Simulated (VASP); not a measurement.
Consider the following.

```
CELL_PARAMETERS angstrom
      1.27391    -2.20647     0.00000
      1.27391     2.20647     0.00000
      0.00000     0.00000     4.11218
ATOMIC_POSITIONS crystal
  Co 0.33333 0.66667 0.25000
  Co 0.66667 0.33333 0.75000
```
Starting moments (μB, in the order of the record's atoms Co Co): 1.6 1.6.

These are vdW-DF2, VASP's PBE PAW potentials (set 64) (plane waves; VASP 6.6.1) values and carry that method's errors. Settings: 520 eV cut-off, Gaussian smearing of 0.050 eV, potentials Co.

Give the spin-up energies of bands 1 to 12 at the high-symmetry points, in eV from the Fermi level.

```json
[
 {"band": "1", "Γ": "-8.31", "M": "-4.31", "K": "-3.87", "A": "-6.15", "L": "-4.50", "H": "-3.49"},
 {"band": "2", "Γ": "-4.67", "M": "-4.29", "K": "-3.53", "A": "-6.15", "L": "-4.50", "H": "-3.49"},
 {"band": "3", "Γ": "-2.37", "M": "-4.00", "K": "-3.53", "A": "-2.62", "L": "-3.39", "H": "-3.31"},
 {"band": "4", "Γ": "-2.36", "M": "-2.51", "K": "-3.24", "A": "-2.62", "L": "-3.39", "H": "-3.31"},
 {"band": "5", "Γ": "-2.36", "M": "-2.26", "K": "-2.58", "A": "-2.42", "L": "-1.64", "H": "-2.62"},
 {"band": "6", "Γ": "-2.08", "M": "-2.19", "K": "-2.58", "A": "-2.42", "L": "-1.64", "H": "-2.62"},
 {"band": "7", "Γ": "-2.08", "M": "-1.98", "K": "-1.74", "A": "-2.42", "L": "-0.93", "H": "-1.72"},
 {"band": "8", "Γ": "-1.77", "M": "-0.65", "K": "-0.85", "A": "-2.42", "L": "-0.93", "H": "-1.72"},
 {"band": "9", "Γ": "-1.77", "M": "-0.56", "K": "-0.85", "A": "-1.05", "L": "-0.56", "H": "-0.71"},
 {"band": "10", "Γ": "-0.76", "M": "-0.51", "K": "-0.74", "A": "-1.05", "L": "-0.56", "H": "-0.71"},
 {"band": "11", "Γ": "-0.76", "M": "1.38", "K": "4.50", "A": "-1.05", "L": "1.79", "H": "5.62"},
 {"band": "12", "Γ": "0.33", "M": "3.18", "K": "5.05", "A": "-1.05", "L": "1.79", "H": "5.62"}
]
```

Give the spin-down energies of bands 1 to 12 at the high-symmetry points, in eV from the Fermi level.

```tsv
band	Γ	M	K	A	L	H
1	-8.38	-3.55	-2.70	-6.15	-3.60	-2.30
2	-3.84	-3.22	-2.58	-6.15	-3.60	-2.30
3	-0.90	-2.92	-2.58	-1.38	-2.14	-2.30
4	-0.89	-1.59	-2.35	-1.38	-2.14	-2.30
5	-0.89	-1.04	-1.24	-0.96	-0.09	-1.53
6	-0.56	-0.93	-1.24	-0.96	-0.09	-1.53
7	-0.56	-0.56	-0.29	-0.96	0.32	-0.19
8	-0.20	1.03	0.79	-0.96	0.32	-0.19
9	-0.20	1.15	0.79	0.61	1.12	0.95
10	0.17	1.18	0.94	0.61	1.12	0.95
11	0.92	2.38	5.08	0.61	2.17	6.09
12	0.92	4.02	5.68	0.61	2.17	6.09
```

It has no gap at this level: it comes out as a metal or semimetal.

The compound is Co in the hcp structure. It was relaxed first.
